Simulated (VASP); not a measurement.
Data:

```xyz
2
Lattice="0.0000 3.5156 3.5156 3.5156 0.0000 3.5156 3.5156 3.5156 0.0000" Properties=species:S:1:pos:R:3 pbc="T T T"
Cs     0.0000     0.0000     0.0000
Br     3.5156     3.5156     3.5156
```

Calculation: LDA (Ceperley-Alder, Perdew-Zunger), VASP's LDA PAW potentials (set 64) (plane waves; VASP 6.6.1). Settings: 400 eV cut-off, 8×8×8 Γ-centred mesh, Gaussian smearing of 0.010 eV, potentials Cs_sv Br.

Unless said otherwise, spin-orbit coupling is left out, though it shifts the bands of the heavy elements here.

### Question
What does the run give for the energy per atom (σ→0), band gap (on the k-mesh) with the smallest direct gap where there is one?

### Answer

The band gap (on the k-mesh) is 4.23 eV and the smallest direct gap (on the k-mesh) is 4.24 eV. The energy per atom (σ→0) comes out as -324.6 kJ/mol-atom.

Only differences to runs with the same potentials and settings are physical.

The structure comes from a computed database's CsBr entry (Fm-3m); how it stands against other phases isn't given here. It was relaxed first, which changed the volume by -11 %.
